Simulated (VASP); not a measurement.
Cr$_{2}$O$_{3}$ (corundum): the band gap from VASP (plane waves, PAW) at several levels of theory. Gaps are without spin-orbit coupling. Each level names its cell: its own relaxed one, PBE's, or the starting one. A gap is the smallest over the k-mesh and a band path; hybrids may have named points in place of the path, and GW has the mesh alone.

```
level              band gap (eV)
-----------------  -------------
PBE+U (own cell)            3.11
PBEsol (own cell)           1.39
r2SCAN (own cell)           1.86
```

The cell of the PBE+U (own cell) run:

```
Cr2O3
1.0
    4.84473    -2.53203    -0.00185
    4.84473     2.53203    -0.00185
    3.52299     0.00000     4.17984
Cr O
4 6
Direct
  0.84800   0.84800   0.84800
  0.34800   0.34800   0.34800
  0.15200   0.15200   0.15200
  0.65200   0.65200   0.65200
  0.44616   0.05384   0.75000
  0.05384   0.75000   0.44616
  0.55384   0.94616   0.25000
  0.25000   0.55384   0.94616
  0.94616   0.25000   0.55384
  0.75000   0.44616   0.05384
```
Starting moments (μB, in the order of the record's atoms Cr Cr Cr Cr O O O O O O): -2.9 -2.9 2.9 2.9 0.0 0.0 0.0 0.0 0.0 0.0.

Only levels that ran to the end are used. Left out are those held back, those with too coarse a band path, GW runs whose mesh misses a band edge, hybrids' fits of cells that aren't cubic and levels without matching references; a question may draw on a part of the rest.

The compound is Cr2O3 in the corundum structure.
